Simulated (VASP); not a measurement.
Data:

```
CELL_PARAMETERS angstrom
      2.84672     0.00000     0.00000
      0.00000     2.84672     0.00000
      0.00000     0.00000     2.84672
ATOMIC_POSITIONS crystal
  Al 0.50000 0.50000 0.50000
  Co 0.00000 0.00000 0.00000
```

The numbers are results of MS2 meta-GGA, VASP's PBE PAW potentials (set 64) (plane waves; VASP 6.6.1), not measurements. Run with 520 eV cut-off, 13×13×13 Γ-centred mesh, first-order Methfessel-Paxton smearing of 0.10 eV, potentials Al Co.

### Question
Give the stress tensor in GPa (positive for a compressed cell).

### Answer

```
-5.40   0.00   0.00
 0.00  -5.40   0.00
 0.00   0.00  -5.40
```
The pressure is its mean diagonal, -5.40 GPa.

The compound is CoAl in the CsCl type structure. This cell is one point of a volume scan, at 1.03 of the reference volume. The run is not spin-polarised, so no magnetic state was tried.
